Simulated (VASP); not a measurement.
OSZICAR of a VASP run on TiAl (L1_0):

**OSZICAR**
```
       N       E                     dE             d eps       ncg     rms          rms(c)
DAV:   1     0.870011171920E+02    0.87001E+02   -0.71737E+03  3080   0.132E+03
DAV:   2    -0.831964357950E+01   -0.95321E+02   -0.92590E+02  3113   0.328E+02
DAV:   3    -0.137553508730E+02   -0.54357E+01   -0.52143E+01  4744   0.762E+01
DAV:   4    -0.139304293636E+02   -0.17508E+00   -0.17250E+00  3880   0.121E+01
DAV:   5    -0.139382219993E+02   -0.77926E-02   -0.77766E-02  4475   0.232E+00    0.996E+00
DAV:   6    -0.125172194363E+02    0.14210E+01   -0.11991E+01  3793   0.383E+01    0.332E+00
DAV:   7    -0.123923447981E+02    0.12487E+00   -0.10583E+00  3557   0.112E+01    0.196E+00
DAV:   8    -0.123819976522E+02    0.10347E-01   -0.14092E-01  3506   0.424E+00    0.491E-01
DAV:   9    -0.123806841219E+02    0.13135E-02   -0.25235E-02  3797   0.211E+00    0.236E-01
DAV:  10    -0.123808802963E+02   -0.19617E-03   -0.16171E-03  3803   0.467E-01    0.549E-02
DAV:  11    -0.123808602604E+02    0.20036E-04   -0.40280E-04  4026   0.223E-01    0.462E-02
DAV:  12    -0.123808622522E+02   -0.19918E-05   -0.28849E-05  3516   0.605E-02    0.113E-02
DAV:  13    -0.123808618563E+02    0.39596E-06   -0.10607E-06  4350   0.104E-02    0.683E-03
DAV:  14    -0.123808620223E+02   -0.16607E-06   -0.64180E-07  3358   0.105E-02    0.849E-04
DAV:  15    -0.123808620301E+02   -0.77873E-08   -0.37492E-08  1758   0.202E-03
   1 F= -.12380862E+02 E0= -.12381084E+02  d E =0.664454E-03
```

### Question
Which electronic solver shows in the log?

### Answer
It is blocked Davidson (ALGO = Normal, or the opening steps of other solvers). The INCAR had ALGO = Normal.

### Question
Can the final energy be trusted as converged?

### Answer
The calculation finished and met its thresholds. It stopped with EDIFF = 1E-7, NELM = 100 (PBE GGA, plane waves, VASP's PBE PAW potentials (set 64)).

The compound is TiAl in the L1_0 structure. This cell was strained or had an atom moved on purpose. The electron count is odd and the run is not spin-polarised, which forces a metal.
